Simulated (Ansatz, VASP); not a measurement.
# Cross-check of Na14Sr6Si26O65 between VASP and Ansatz

Wanted: the spread between two codes on one cell, functional and k mesh. The structure shown is frame 45 of Ansatz's trajectory.

Calculated with Ansatz 0.2.0; plane waves, with VASP 6.6.1 beside it; single point at PBE.

### 1. The structure

The cell holds 111 atoms: 26 Si, 14 Na, 6 Sr and 65 O. Its edges and angles: a = 11.680 Å, b = 11.680 Å, c = 11.680 Å, α = 90.0°, β = 90.0°, γ = 90.0°. As first built, before any earlier steps moved the atoms (in the runner's words): 111 atoms (26 Si, 14 Na, 6 Sr, 65 O) placed at random at 2.73 g/cm^3, melted at 4000 K for 10 ps at fixed volume with the Morse and Coulomb pair potential with partial charges (Pedone, Malavasi, Menziani, Cormack and Segre, J. Phys. Chem. B 110, 11780 (2006)). Snapshot at the end of a hold of 10 ps at 2550 K and fixed volume.

### 2. Ansatz: dynamics, PBE

Ansatz runs on its default PAW (the set named soft_2) files.

One frame of this run of dynamics is then solved in both programs, so the motion causes no difference.

Input file input.yaml:

```yaml
crystal:
  lattice:
    - [11.68, 0.0, 0.0]
    - [0.0, 11.68, 0.0]
    - [0.0, 0.0, 11.68]
  atoms:
    - { symbol: Si, position: [0.79006, 0.6324, 0.98574] }
    - { symbol: Si, position: [0.16626, 0.24514, 0.89723] }
    - { symbol: Si, position: [0.38124, 0.42969, 0.74288] }
    - { symbol: Si, position: [0.29784, 0.03546, 0.77701] }
    - { symbol: Si, position: [0.42772, 0.62132, 0.12045] }
    - { symbol: Si, position: [0.70819, 0.01522, 0.2704] }
    - { symbol: Si, position: [0.38349, 0.07987, 0.53315] }
    - { symbol: Si, position: [0.04735, 0.02437, 0.31593] }
    - { symbol: Si, position: [0.2673, 0.53621, 0.93886] }
    - { symbol: Si, position: [0.72323, 0.68708, 0.72125] }
    - { symbol: Si, position: [0.77614, 0.43003, 0.63492] }
    - { symbol: Si, position: [0.40779, 0.22461, 0.31899] }
    - { symbol: Si, position: [0.96, 0.43174, 0.2089] }
    - { symbol: Si, position: [0.03245, 0.11503, 0.05922] }
    - { symbol: Si, position: [0.94318, 0.73563, 0.59593] }
    - { symbol: Si, position: [0.9395, 0.49603, 0.44811] }
    - { symbol: Si, position: [0.07918, 0.93208, 0.857] }
    - { symbol: Si, position: [0.5237, 0.5925, 0.58761] }
    - { symbol: Si, position: [0.03689, 0.75629, 0.26999] }
    - { symbol: Si, position: [0.42633, 0.03553, 0.11659] }
    - { symbol: Si, position: [0.83068, 0.02015, 0.76741] }
    - { symbol: Si, position: [0.75442, 0.77588, 0.19669] }
    - { symbol: Si, position: [0.85081, 0.98148, 0.48852] }
    - { symbol: Si, position: [0.78468, 0.20964, 0.10738] }
    - { symbol: Si, position: [0.05356, 0.69707, 0.00702] }
    - { symbol: Si, position: [0.96471, 0.23861, 0.71396] }
    - { symbol: Na, position: [0.62246, 0.81928, 0.48153] }
    - { symbol: Na, position: [0.62666, 0.11149, 0.46998] }
    - { symbol: Na, position: [0.64651, 0.52809, 0.27888] }
    - { symbol: Na, position: [0.5528, 0.4974, 0.9171] }
[... 75 atom lines left out ...]
    - { symbol: O, position: [0.35628, 0.55655, 0.83794] }
    - { symbol: O, position: [0.38336, 0.10592, 0.25627] }
    - { symbol: O, position: [0.06068, 0.017, 0.95486] }
    - { symbol: O, position: [0.60221, 0.69998, 0.64903] }
    - { symbol: O, position: [0.27629, 0.39595, 0.67275] }
    - { symbol: O, position: [0.91606, 0.62588, 0.51728] }
kpoints:
  mp_grid: { grid: [1, 1, 1] }
hamiltonian:
  xc: pbe
scf:
  occupations: { method: fermi_dirac, width: 0.078 }
output:
  forces: true
  stress: true
md:
  timestep: 1.0
  n_steps: 134
  ensemble: nve
  temperature: 900
  initial_velocities: maxwell_boltzmann
  seed: 5497
```

Run with:

```bash
$ ansatz run input.yaml --threads 4 --pin off --max-ram 8192MiB --backend cpu --events-out ev --progress --plain --runs-dir out
```

Numbers of over 12 decimals in the logs are rounded to 6 here.

Output:

```text
Warning: md: disabling space-group detection — thermal motion breaks the input geometry's symmetry, so no spatial operation reduces the k-mesh or symmetrises the density; time reversal is kept, so that k and −k are solved as one point where they differ and the mesh holds both, and exact exchange and, on two spinor components, a DFT+U term hold to it where the run has them: on two components no moment then forms, and  [...]
Warning: output.stress: scf.convergence.dr2_threshold = 1e-7 eV (the SCF's general default) is looser than the 1.08e-8 eV advised for a printed stress (1e-10 eV for each atom of the cell: 111, of which 108 are counted). What an SCF threshold leaves in a stress goes as its square root, and in the free energy as the threshold itself, and one threshold admits the most on a small cell: [figures from the program's tests c [...]
Engine: ansatz 0.2.0, aarch64-unknown-linux-gnu
Pseudopotentials: kind: paw
Pseudopotential: Si, paw, valence charge 4, recommended cutoff 420 eV (normal), Si.paw.azcp
Pseudopotential: Na, paw, valence charge 9, recommended cutoff 420 eV (normal), Na.paw.azcp
Pseudopotential: Sr, paw, valence charge 10, recommended cutoff 420 eV (normal), Sr.paw.azcp
Pseudopotential: O, paw, valence charge 6, recommended cutoff 420 eV (normal), O.paw.azcp
Functional definition: PBE
  parameter kappa = 0.804
  parameter beta = 0.066725
  exchange = pbe_x(kappa = kappa, mu = beta*pi^2/3)
  correlation = pbe_c(beta = beta)
Crystal: 111 atoms, lattice volume = 1593.414 Å³
Basis set: ecut = 420 eV, 31103 PW (Γ), exchange–correlation on 160×160×160 points (8 copies of the dense FFT grid, shifted against one another)
Bands: 451, of which v1, the nominal top of the filled ones, is band 340 counted from 1 (339 counted from 0)
Symmetry: 1 space group operations
k-points: 1
Non-local potential: Si, projectors of the file, l = 0: 2, l = 1: 2, l = 2: 2
Non-local potential: Na, projectors of the file, l = 0: 3, l = 1: 2, l = 2: 1
Non-local potential: Sr, projectors of the file, l = 0: 3, l = 1: 2, l = 2: 2
Non-local potential: O, projectors of the file, l = 0: 2, l = 1: 2, l = 2: 1
PAW form: soft (Blöchl's): semilocal exchange-correlation on the pseudo side does not see the compensation charge
PAW one-centre angular grid: Si, 110 points (default); XC on 64 Gauss nodes
PAW one-centre angular grid: Na, 110 points (default); XC on 64 Gauss nodes
PAW one-centre angular grid: Sr, 110 points (default); XC on 64 Gauss nodes
PAW one-centre angular grid: O, 110 points (default); XC on 64 Gauss nodes
Initial density: superposition of atomic densities (neutral atoms: chi_scale 0, normalization atom), corrected by the library's trained network
Initial wavefunctions: pseudopotential atomic-orbital guess
Functional: x = pbe(κ = 0.804, μ = 0.219515), c = pbe(β = 0.066725)
SCF iter   1: F=—  HF=-95566.728561 eV  |F-HF|=—  |Δ(HF+E_count)|=         —  Δρ=3.23e-3  dr2=3.02e-1  ethr=1.77e-3  ⟨swp⟩=7.0  Hψ=2240  notcnv=0  defer=64
preconditioner: auto → Resta (q_TF=auto, 2.367 Å⁻¹)  ε∞=3.0  [insulator: Δε(μ)=1.709 eV  Ē_g=16.714 eV  σ=0.078 eV  W_gap=1.00  n_scr=364 (ndim 8)  ℏωp=23.5 eV  f_vac=0.138  D(μ)=0.00/eV (n_scr^D=0)  ε∞_Penn≈3.0]
SCF iter   2: F=—  HF=-95566.677292 eV  |F-HF|=—  |Δ(HF+E_count)|=   5.13e-2  Δρ=1.83e-3  dr2=7.16e-2  ethr=4.44e-5  ⟨swp⟩=2.0  Hψ=732  notcnv=0  defer=87
SCF iter   3: F=—  HF=-95566.670210 eV  |F-HF|=—  |Δ(HF+E_count)|=   7.08e-3  Δρ=8.98e-4  dr2=2.24e-2  ethr=1.05e-5  ⟨swp⟩=2.0  Hψ=594  notcnv=0  defer=87
SCF iter   4: F=—  HF=-95566.667095 eV  |F-HF|=—  |Δ(HF+E_count)|=   3.12e-3  Δρ=3.52e-4  dr2=2.25e-3  ethr=3.30e-6  ⟨swp⟩=2.0  Hψ=574  notcnv=0  defer=87
SCF iter   5: F=—  HF=-95566.667174 eV  |F-HF|=—  |Δ(HF+E_count)|=   7.89e-5  Δρ=2.07e-4  dr2=6.63e-4  ethr=3.31e-7  ⟨swp⟩=2.0  Hψ=616  notcnv=0  defer=87
SCF iter   6: F=—  HF=-95566.667171 eV  |F-HF|=—  |Δ(HF+E_count)|=   3.34e-6  Δρ=6.63e-5  dr2=6.74e-5  ethr=9.75e-8  ⟨swp⟩=2.0  Hψ=595  notcnv=0  defer=87
[...]
preconditioner: auto → Resta (q_TF=auto, 2.367 Å⁻¹)  ε∞=3.0  [insulator: Δε(μ)=1.210 eV  Ē_g=16.679 eV  σ=0.078 eV  W_gap=1.00  n_scr=364 (ndim 8)  ℏωp=23.5 eV  f_vac=0.141  D(μ)=0.02/eV (n_scr^D=0)  ε∞_Penn≈3.0]
SCF iter   2: F=—  HF=-95583.815274 eV  |F-HF|=—  |Δ(HF+E_count)|=   4.67e-2  Δρ=1.64e-3  dr2=3.56e-2  ethr=2.51e-5  ⟨swp⟩=2.0  Hψ=702  notcnv=0
SCF iter   3: F=—  HF=-95583.806398 eV  |F-HF|=—  |Δ(HF+E_count)|=   8.88e-3  Δρ=8.50e-4  dr2=9.23e-3  ethr=5.24e-6  ⟨swp⟩=2.0  Hψ=702  notcnv=0
SCF iter   4: F=—  HF=-95583.804373 eV  |F-HF|=—  |Δ(HF+E_count)|=   2.03e-3  Δρ=1.83e-4  dr2=6.11e-4  ethr=1.36e-6  ⟨swp⟩=2.0  Hψ=702  notcnv=0
SCF iter   5: F=—  HF=-95583.804367 eV  |F-HF|=—  |Δ(HF+E_count)|=   5.05e-6  Δρ=1.40e-4  dr2=2.80e-4  ethr=8.99e-8  ⟨swp⟩=2.0  Hψ=756  notcnv=0
SCF iter   6: F=—  HF=-95583.804326 eV  |F-HF|=—  |Δ(HF+E_count)|=   4.14e-5  Δρ=3.07e-5  dr2=1.40e-5  ethr=4.12e-8  ⟨swp⟩=2.0  Hψ=756  notcnv=0
SCF iter   7: F=—  HF=-95583.803873 eV  |F-HF|=—  |Δ(HF+E_count)|=   4.53e-4  Δρ=2.30e-5  dr2=6.94e-6  ethr=2.06e-9  ⟨swp⟩=2.0  Hψ=690  notcnv=0
SCF iter   8: F=—  HF=-95583.803873 eV  |F-HF|=—  |Δ(HF+E_count)|=   4.35e-7  Δρ=4.72e-6  dr2=2.95e-7  ethr=1.02e-9  ⟨swp⟩=2.0  Hψ=627  notcnv=0
SCF iter   9: F=—  HF=-95583.803873 eV  |F-HF|=—  |Δ(HF+E_count)|=   3.56e-7  Δρ=3.02e-6  dr2=1.26e-7  ethr=1.47e-11  ⟨swp⟩=4.0  Hψ=1329  notcnv=0
SCF iter  10: F=-95583.803873 eV  HF=-95583.803873 eV  |F-HF|=8.99e-9  |Δ(HF+E_count)|=   1.13e-8  Δρ=1.63e-6  dr2=3.70e-8  ethr=1.47e-11  ⟨swp⟩=4.0  Hψ=1281  notcnv=0
SCF 135 converged in 10 iterations: F = -95583.803873 eV  dr2 = 3.70e-8
md step   134: t =   134.00 fs  T =  2098.6 K  F+E_penalty+E_count = -95583.80387322 eV  E_kin = 29.839804 eV  conserved = -95553.96406915 eV  P_inst = 2.4240 GPa  (10 SCF iters)
SCF converged after 10 iterations
Free energy (F): -95583.803873 eV
Harris-Foulkes:  -95583.803873 eV  (|F-HF|=8.99e-9)
Internal energy: -95583.802701 eV  (E = F + TS)
E sigma→0 (E₀):  -95583.803287 eV
Entropy (-TS):   -0.001173 eV (-0.011 meV/atom)
Fermi energy:    5.856673 eV
--- Per-component energies (eV) ---
  E_band       = -5260.437715
  E_kinetic    = 15847.505240
  E_local      = -54296.800752  (includes V_loc(G=0)·N_el)
  E_nonlocal   = 6568.677733
  E_hartree    = 19462.939695
  E_xc         = -7872.763168
  E_vxc        = -9083.168389  (∫ρ·V_xc dr)
  E_paw        = -43490.313963  (= ΣΔE_a)
  E_vpaw       = -3222.690836  (= ΣTr[D̂ρ^β])
  E_aug_tail   = 0.162415  (compensation charges beyond the density's cutoff)
  E_ewald      = -31803.209901
  E_smearing   = -0.001173  (= −TS)
  E_closure    = 0.000000  (closes the sum)
  Σ components = -95583.803873   (vs F -95583.803873, Δ=0.00e0)
--- Forces (eV/Å), atoms counted from 1 ---
  atom   1  Si     0.42647207    -0.12356117     3.99763122
  atom   2  Si    -0.73137010     4.20726730    -1.99847354
  atom   3  Si     1.68046810     0.31911110    -2.95102522
  atom   4  Si     1.84958384     0.92588434    -2.64905178
  atom   5  Si     2.82217294    -0.85451143    -4.99429223
  atom   6  Si    -5.33780979    -3.16144546    -2.86584446
  atom   7  Si    -1.30754628     2.80651165    -1.19186444
  atom   8  Si     2.27799638     2.37308147     1.37415389
  atom   9  Si    -3.47158856     4.84218175    -0.34452058
  atom  10  Si     2.42624324    -2.02722763     0.48174121
  atom  11  Si     3.99448240     6.05341998     0.21702743
  atom  12  Si     0.84345549     4.41346371    -4.68048433
  atom  13  Si    -5.31255737     5.84185648    -3.80638776
  atom  14  Si     2.64553643     1.74705004     6.37963496
  atom  15  Si     3.06542998     6.22390847     3.10637181
  atom  16  Si    -6.25375444     2.38328434    -4.92720176
  atom  17  Si     0.21439784     2.57568050    -5.08383314
  atom  18  Si    -2.68114245    -1.25411977     3.43028424
  atom  19  Si     2.50345753     1.76026558     2.02219445
  atom  20  Si    -4.32781338    -2.12793974    -0.04782753
  atom  21  Si    -3.23489568     1.21190740     2.91115167
  atom  22  Si    -0.92598619    -1.45778652    -1.91169180
  atom  23  Si     3.99148721     1.81691180     1.30675558
  atom  24  Si    -3.79419899     1.01517326     4.37585903
[...]
atom 104  O     -2.95803109    -0.49856803     0.42775887
  atom 105  O      1.30136531     2.12241568    -2.63566164
  atom 106  O      0.09250351     0.99131819     0.39386758
  atom 107  O      1.76320547    -1.81369078    -4.76432075
  atom 108  O      0.64499278    -4.10073086    -1.42373964
  atom 109  O     -1.04837936    -0.30127170    -1.26210407
  atom 110  O     -0.25478015     0.69494305     0.43448266
  atom 111  O     -1.83330473    -6.57767162    -3.28754625
  max |Σ_I F_I| component: 7.53e-5 eV/Å
--- Stress (GPa, compression-positive) ---
        0.926142      -0.600545       0.302235
       -0.600545       2.734064       0.233322
        0.302234       0.233321      -2.443429
  P = ⅓ Tr σ = 0.4056 GPa (4.056 kbar)
--- MD trajectory: 134 steps, t = 0.0 → 134.0 fs ---
  final state: T = 2098.6 K   F+E_penalty+E_count = -95583.80387322 eV   E_kin = 29.839804 eV
  conserved energy: peak-to-peak 1.671e-1 eV (1.505e-3 eV/atom) over 134.0 fs
```

### 3. VASP: single point, PBE

The same cell, functional, mesh and smearing now go to VASP, with its own data sets.

Lines of VASP's logs that name or quote its potential files are left out, and so is its time.

Input file INCAR:

```
SYSTEM = Na14Sr6Si26O65
PREC = Accurate
ENCUT = 520
EDIFF = 1E-06
NELM = 120
ISMEAR = -1
SIGMA = 0.078
LREAL = Auto
ALGO = Normal
GGA = PE
NBANDS = 416
LORBIT = 11
LWAVE = .FALSE.
LCHARG = .FALSE.
ISIF = 2
LASPH = .TRUE.
GGA_COMPAT = .FALSE.
EFERMI = MIDGAP
NCORE = 4
```

Input file POSCAR:

```
Na14Sr6Si26O65
1.0
   11.6800000000      0.0000000000      0.0000000000
    0.0000000000     11.6800000000      0.0000000000
    0.0000000000      0.0000000000     11.6800000000
Si Na Sr O
26 14 6 65
Direct
    0.7890239726      0.6440667808      0.9705479452
    0.1609589041      0.2444092466      0.9020376712
    0.4035017123      0.4410102740      0.7322602740
    0.3014383562      0.0505821918      0.7984845890
    0.4268321918      0.6172260274      0.1003852740
    0.6972773973      0.0220890411      0.2604880137
    0.4103938356      0.0560530822      0.5651797945
    0.0791181507      0.0204195205      0.3255650685
    0.2393664384      0.5107876712      0.9261130137
    0.7234674658      0.6606934932      0.7315924658
    0.7782106164      0.3925599315      0.6415068493
    0.3992123288      0.2270462329      0.3240410959
    0.9488613014      0.4255308219      0.2026284247
    0.0376284247      0.0997260274      0.0546489726
    0.9282619863      0.7372260274      0.5901712329
    0.9262071918      0.5203167808      0.4345976027
    0.0704195205      0.9066352740      0.8498715753
    0.5339811644      0.6013013699      0.5687585616
    0.0436643836      0.7530650685      0.2666010274
    0.4304623288      0.0571232877      0.1181763699
    0.8323458904      0.0100599315      0.7351113014
    0.7634160959      0.7928852740      0.2093236301
    0.8748715753      0.9706335616      0.4692380137
    0.7817208904      0.2067722603      0.1062671233
    0.0536815068      0.6750684932      0.0013184932
    0.9627482877      0.2379965753      0.7036386986
    0.6927996575      0.7785102740      0.4836643836
    0.5833561644      0.1425856164      0.4599657534
    0.6643150685      0.5285273973      0.2719948630
    0.5563099315      0.5464469178      0.9054708904
[... 75 atom lines left out ...]
    0.3212928082      0.5371061644      0.8130736301
    0.3374058219      0.1044092466      0.2338270548
    0.0629280822      0.0122431507      0.9561558219
    0.5929109589      0.6903082192      0.6783647260
    0.2886815068      0.4121061644      0.6573886986
    0.8734589041      0.6580393836      0.4848116438
```

Input file KPOINTS:

```
Automatic mesh
0
Gamma
1 1 1
0 0 0
```

The projector-augmented-wave data sets are Si, Na_pv, Sr_sv and O (PBE family, release 64).

Run with:

```bash
$ mpirun -np 16 vasp_gam
```

Output:

```text
[banner, memory and clock lines left out]
running   16 mpi-ranks, on    1 nodes
[...]
LDA part: xc-table for (Slater+PW92), standard interpolation
 POSCAR, INCAR and KPOINTS ok, starting setup
[...]
entering main loop
       N       E                     dE             d eps       ncg     rms          rms(c)
DAV:   1     0.832938385509E+04    0.83294E+04   -0.35317E+05   832   0.171E+03
DAV:   2     0.405833456714E+03   -0.79236E+04   -0.74485E+04   928   0.463E+02
DAV:   3    -0.776914991036E+03   -0.11827E+04   -0.11491E+04   944   0.195E+02
DAV:   4    -0.859665128597E+03   -0.82750E+02   -0.81560E+02  1048   0.538E+01
[...]
DAV:  18    -0.746518394203E+03    0.36734E-05   -0.16114E-05  1160   0.747E-03    0.131E-02
DAV:  19    -0.746518389648E+03    0.45555E-05   -0.93599E-06   936   0.853E-03    0.437E-03
DAV:  20    -0.746518389586E+03    0.62239E-07   -0.61926E-06   968   0.621E-03
   1 F= -.74651839E+03 E0= -.74651837E+03  d E =-.444520E-04
```

OUTCAR, selected parts (step 3):

```text
  Total      -23.0277302    -24.0457631    -43.7112406      1.8001257     16.8707768    -16.7109062
  in kB      -23.1543816    -24.1780136    -43.9516503      1.8100263     16.9635653    -16.8028154
  external PRESSURE =     -30.4280152 kB  Pullay stress =       0.0000000 kB

 POSITION                                       TOTAL-FORCE (eV/Angst)
 -----------------------------------------------------------------------------------
      9.21580      7.52270     11.33600         0.227128     -0.418292      1.060367
      1.88000      2.85470     10.53580        -0.949404     -1.457435     -1.658772
      4.71290      5.15100      8.55280        -3.320112      0.060480     -0.203268
      3.52080      0.59080      9.32630        -1.074325     -1.914660      0.709000
      4.98540      7.20920      1.17250         3.810932     -4.144358     -7.374962
      8.14420      0.25800      3.04250        -2.732922      1.786534      5.660358
      4.79340      0.65470      6.60130        -4.402084     -2.106179     -2.875145
      0.92410      0.23850      3.80260         1.679575      1.813250     -0.331575
[...]
0.85350      0.54820      2.21550        -1.101874      1.197810     -3.676800
      2.03290     11.06870      8.80090         0.957606      1.210892      2.581398
      8.92490      5.92500     11.28230         0.575395      1.843599      0.686230
      6.01780      5.88000      7.81680        -1.506822     -1.684087      0.710188
     10.29920      5.83050      3.63270        -1.224812     -0.835089     -3.160242
[...]
-----------------------------------------------------------------------------------
    total drift:                                0.010832     -0.014978     -0.003634

  FREE ENERGIE OF THE ION-ELECTRON SYSTEM (eV)
  ---------------------------------------------------
  free  energy   TOTEN  =      -746.5183895857 eV

  energy  without entropy=     -746.5183451337  energy(sigma->0) =     -746.51836736

[... 3 further parts left out ...]
[key lines of the parts left out:]
E-fermi :   3.2838
```

The run ends at a pressure of -3.04 GPa, with forces up to 10 eV/Å.

### 4. Side by side

Known differences besides the potentials themselves: the data sets hold 680 valence electrons in Ansatz (on its default PAW (the set named soft_2) files) and 652 in VASP; the cutoff is 420 eV in Ansatz and 520 eV in VASP (PREC = Accurate, projectors in real space). Total energies have different zeros and are not compared.

Forces on 10 of the 111 atoms, those with the largest forces and the largest differences (eV/Å; atoms numbered as in POSCAR):

```csv
atom,"Ansatz x, y, z","VASP x, y, z"
Si1,"0.259, -0.519, 1.025","0.227, -0.418, 1.060"
Si5,"3.880, -4.144, -7.423","3.811, -4.144, -7.375"
Si14,"-5.233, -3.911, 4.619","-5.280, -3.934, 4.686"
Si16,"3.387, 2.254, 8.213","3.352, 2.270, 8.240"
Si21,"7.681, 1.420, -0.947","7.696, 1.412, -0.945"
O47,"3.015, -6.769, -4.153","3.037, -6.822, -4.176"
O65,"-6.298, -1.119, 2.886","-6.345, -1.131, 2.913"
O81,"-3.525, 3.845, 8.920","-3.531, 3.852, 8.940"
O89,"0.404, -0.826, 0.388","0.511, -0.790, 0.382"
O90,"0.466, -1.884, 1.238","0.547, -1.952, 1.273"
```

The forces differ by 34 meV/Å r.m.s., which is 1.6 % of the r.m.s. force of 2.090 eV/Å (both taken over all components).

### 5. Summary of results

- r.m.s. force difference (single point, PBE): 1.6 % of the r.m.s. force

In words: The r.m.s. force difference is 1.6 % of the r.m.s. force (single point, PBE), within the 3 % picked in this series as the mark of a large difference. The data sets hold unlike numbers of valence electrons (680 in Ansatz and 652 in VASP), so part of the differences comes from the potentials. 2 further runs of this series are not shown here. How closely two codes agree says nothing of how well the functional describes the real material.

[Lines on the potential files, build, host, timing and source positions are cut from VASP's logs without a mark.]

[Logs are printed without paths, hosts, clocks, repeated set-up lines and the standing remarks that a program may print on its own settings, such as how far it seeks lower states.]

[Hosts, paths, dates, database ids (printed as entryN), source tags and the programs' standing remarks are cut or masked in the printed files.]
